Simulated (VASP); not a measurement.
Method: revTPSS meta-GGA, VASP's PBE PAW potentials (set 64) (plane waves; VASP).

Input for VASP

File POSCAR:
```
CdS
1
    0.0000000000     2.9247466031     2.9247466031
    2.9247466031     0.0000000000     2.9247466031
    2.9247466031     2.9247466031     0.0000000000
Cd S
1 1
Direct
  0.0000000000   0.0000000000   0.0000000000
  0.2500000000   0.2500000000   0.2500000000
```

KPOINTS:
```
Automatic mesh
0
Gamma
8 8 8
0 0 0
```

**INCAR**
```
ENCUT = 520   # plane-wave cut-off (eV)
LREAL = F   # projection in real space or not
LCHARG = F
SIGMA = 0.05   # width (eV)
SYSTEM = CdS
METAGGA = RTPSS
LWAVE = F
ISIF = 2   # forces and stress, cell fixed
LASPH = T
ALGO = Normal   # blocked Davidson
NELM = 100   # most electronic steps
PREC = Accurate
LMIXTAU = T
EDIFF = 1E-7   # SCF stop (eV)
ISMEAR = 0
LMAXMIX = 4
```

POTCAR, in this order: Cd S (PBE.64 set). Program: vasp_std.

The resulting files:

File OSZICAR:
```
       N       E                     dE             d eps       ncg     rms          rms(c)
DAV:   1     0.123329253040E+03    0.12333E+03   -0.91575E+03   762   0.127E+03
DAV:   2     0.921666862485E+01   -0.11411E+03   -0.10858E+03   839   0.299E+02
DAV:   3     0.458531669769E+01   -0.46314E+01   -0.46179E+01   939   0.640E+01
DAV:   4     0.455420508628E+01   -0.31112E-01   -0.31106E-01   844   0.539E+00
DAV:   5     0.455381480490E+01   -0.39028E-03   -0.39028E-03   904   0.572E-01    0.102E+01
DAV:   6     0.957083928327E+01    0.50170E+01   -0.64069E+00   754   0.379E+01    0.674E+00
DAV:   7     0.936891928342E+01   -0.20192E+00   -0.52313E-01   784   0.702E+00    0.456E+00
DAV:   8     0.980012818473E+01    0.43121E+00   -0.45613E-01   759   0.898E+00    0.129E+00
DAV:   9     0.936790881373E+01   -0.43222E+00   -0.25630E-01   754   0.632E+00    0.646E-01
DAV:  10     0.942316977630E+01    0.55261E-01   -0.13295E+03   754   0.438E+04    0.279E-01
DAV:  11     0.939094857231E+01   -0.32221E-01   -0.22103E-01   754   0.683E+00    0.304E-01
DAV:  12     0.939301746388E+01    0.20689E-02   -0.85831E-04   924   0.271E-01    0.172E-01
DAV:  13     0.938852784223E+01   -0.44896E-02   -0.19741E-03   754   0.511E-01    0.649E-02
DAV:  14     0.938838015779E+01   -0.14768E-03   -0.36350E-04   769   0.180E-01    0.480E-02
DAV:  15     0.938841866768E+01    0.38510E-04   -0.20168E-04   784   0.174E-01    0.357E-02
DAV:  16     0.938821953662E+01   -0.19913E-03   -0.13146E-04   764   0.134E-01    0.199E-02
DAV:  17     0.938818706801E+01   -0.32469E-04   -0.11622E-05   864   0.453E-02    0.117E-02
DAV:  18     0.938818553209E+01   -0.15359E-05   -0.64342E-07   774   0.983E-03    0.943E-03
DAV:  19     0.938818530346E+01   -0.22863E-06   -0.25795E-07   796   0.389E-03    0.809E-03
DAV:  20     0.938818548070E+01    0.17725E-06   -0.18548E-06   764   0.144E-02    0.205E-03
DAV:  21     0.938818457081E+01   -0.90990E-06   -0.15082E-07   625   0.519E-03    0.328E-04
DAV:  22     0.938818462380E+01    0.52997E-07   -0.24094E-08   537   0.186E-03
   1 F= 0.93881846E+01 E0= 0.93881846E+01  d E =-.190424E-13
```

### OUTCAR
```
------------------------ aborting loop because EDIFF is reached ----------------------------------------
  FORCE on cell =-STRESS in cart. coord.  units (eV):
  Direction    XX          YY          ZZ          XY          YZ          ZX
  --------------------------------------------------------------------------------------
  Total        0.5694223      0.5694223      0.5694223      0.0000000      0.0000000      0.0000000
  in kB       18.2326716     18.2326716     18.2326716      0.0000000      0.0000000      0.0000000
  external PRESSURE =      18.2326716 kB  Pullay stress =       0.0000000 kB
  volume of cell :       50.04
      direct lattice vectors                 reciprocal lattice vectors
     0.000000000  2.924746603  2.924746603    -0.170954981  0.170954981  0.170954981
     2.924746603  0.000000000  2.924746603     0.170954981 -0.170954981  0.170954981
     2.924746603  2.924746603  0.000000000     0.170954981  0.170954981 -0.170954981
  FREE ENERGIE OF THE ION-ELECTRON SYSTEM (eV)
  ---------------------------------------------------
  free  energy   TOTEN  =         9.3881846238 eV

  energy  without entropy=        9.3881846238  energy(sigma->0) =        9.38818462
```
(Selected blocks of OUTCAR.)

The compound is CdS in the zinc blende structure, a metastable form; wurtzite is the usual one. This cell is one point of a volume scan, at 0.97 of the reference volume.
